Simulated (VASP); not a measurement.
VASP input:

POSCAR:
```
YBRh3
4.178820
  1.0000000000   0.0000000000   0.0000000000
  0.0000000000   1.0000000000   0.0000000000
  0.0000000000   0.0000000000   1.0000000000
Y B Rh
1 1 3
direct
  0.0000000000   0.0000000000   0.0000000000
  0.5000000000   0.5000000000   0.5000000000
  0.0000000000   0.5000000000   0.5000000000
  0.5000000000   0.0000000000   0.5000000000
  0.5000000000   0.5000000000   0.0000000000
```

KPOINTS:
```
Automatic mesh
0
gamma
 7 7 7
0 0 0
```

INCAR:
```
SYSTEM = YBRh3
PREC = Accurate
ENCUT = 400
EDIFF = 1E-6
NELM = 100
ALGO = Normal
LREAL = .FALSE.
LASPH = .TRUE.
ISMEAR = 0
SIGMA = 0.136
GGA = PS
LMAXMIX = 4
LWAVE = .FALSE.
LCHARG = .FALSE.
ISIF = 2
```

POTCAR, in this order: Y_sv B Rh_pv (PBE.64 set). Program: vasp_std.

Question: Translate this PBEsol calculation to Ansatz.

Answer: One equivalent input (not run):
Ansatz 0.2 input:
```yaml
crystal:
  lattice:
    - [4.1788200, 0.0000000, 0.0000000]
    - [0.0000000, 4.1788200, 0.0000000]
    - [0.0000000, 0.0000000, 4.1788200]
  atoms:
    - { symbol: Y, position: [0.0000000, 0.0000000, 0.0000000] }
    - { symbol: B, position: [0.5000000, 0.5000000, 0.5000000] }
    - { symbol: Rh, position: [0.0000000, 0.5000000, 0.5000000] }
    - { symbol: Rh, position: [0.5000000, 0.0000000, 0.5000000] }
    - { symbol: Rh, position: [0.5000000, 0.5000000, 0.0000000] }
kpoints:
  mp_grid: { grid: [7, 7, 7] }
hamiltonian:
  xc: pbesol
  pseudopotentials: { kind: paw }
scf:
  occupations: { method: gaussian, width: 0.136 }
  max_iter: 100
output: { forces: true, stress: true, eigenvalues: true }
```
What does not carry over: each code has its own PAW files, so the cut-off isn't converted (ENCUT is set for VASP's; basis.ecutwfc is left out, and Ansatz then takes the one that its files recommend); Ansatz stops its SCF on the density residual and VASP on the energy change (EDIFF).

The structure comes from a computed database's YBRh3 entry (Pm-3m); how it stands against other phases isn't given here. The cell was not relaxed at this level.
